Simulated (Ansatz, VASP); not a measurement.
**K3TaH6: VASP beside Ansatz**

```
K Ta H
1.0
     0.00000    4.43309    4.43309
     4.43309    0.00000    4.43309
     4.43309    4.43309    0.00000
K Ta H
3 1 6
Direct
  0.75000 0.75000 0.75000
  0.25000 0.25000 0.25000
  0.50000 0.50000 0.50000
  0.00000 0.00000 0.00000
  0.78550 0.21450 0.21450
  0.21450 0.21450 0.78550
  0.21450 0.78550 0.78550
  0.21450 0.78550 0.21450
  0.78550 0.21450 0.78550
  0.78550 0.78550 0.21450
```

Change from the starting cell: species swapped into the Rb3BiF6 type (Fm-3m, No. 225).

Alike in both runs: task relaxation of cell and atoms; functional PBE; k mesh 8 × 8 × 8; occupations gaussian, width 0.1 eV; no spin polarisation.

```csv
,VASP,Ansatz
version,VASP 6.6.1,Ansatz 0.2.0
potentials or method,"VASP PAW PBE potentials, release 64 (K_sv, Ta_pv, H)","scalar-relativistic, plane waves, PAW"
plane-wave cutoff (eV),600,420
valence electrons in the cell,44,46
```

VASP gave:

* gap on the k mesh at the Fermi level, each at its own relaxed structure (eV): none
* relaxed volume (Å³/atom): 17.43
* relaxed cell length with the largest relative difference (Å): 6.270

What did Ansatz give for the same quantities?

gap on the k mesh at the Fermi level, each at its own relaxed structure (eV): none; relaxed volume (Å³/atom): 17.44; relaxed cell length with the largest relative difference (Å): 6.271.

A gap of «none» marks a metal or a gap that the smearing closes. The two sets of potentials don't hold the same shells in valence.

Spin-orbit coupling is left out, which matters for the levels of Ta.
